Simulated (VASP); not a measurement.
System: Rh2Au (cadmium iodide prototype, strained and with displaced atoms), 3 atoms in the cell.

Level of theory: VASP 6.6.1, PBE with spin–orbit coupling, plane waves, standard recommended PAW potentials.

Cutoff 322 eV; orbitals from an earlier step on the same cell; potentials Au Rh_pv; PREC = Accurate; k-mesh 3×3×1 Γ-centred; Fermi–Dirac smearing of 0.15 eV.

```xyz
3
Lattice="3.7935 -0.0720 0.0972 -1.9591 3.1467 -0.0236 0.1587 0.0471 5.9826" Properties=species:S:1:pos:R:3:forces:R:3 pbc="T T T" pressure_GPa=-6.22
Au    1.9933    0.8779    5.1060    0.2794    1.7891    0.7304
Rh    2.0243    3.0664    6.6220   -1.0017   -0.4187    0.7058
Rh    3.9297    2.0957    9.6836    0.7223   -1.3704   -1.4361
```

Forces are in eV/Å.

```
Largest force        : 2.112 eV/Å on Rh3
Free energy TOTEN    : -14.1782 eV
Energy (σ→0)         : -13.9905 eV
Smearing term TS     : 125.2 meV/atom
Gap on the mesh      : none (metallic)
Valence electrons    : 41
Irreducible k-points : 9
```

VASP prints the stress at a fixed plane-wave basis, so it holds the Pulay stress of this cutoff.

The k-mesh is coarse, so these values belong to this mesh and can lie far from the converged ones. The elements were drawn onto a prototype; most such cells aren't known phases.
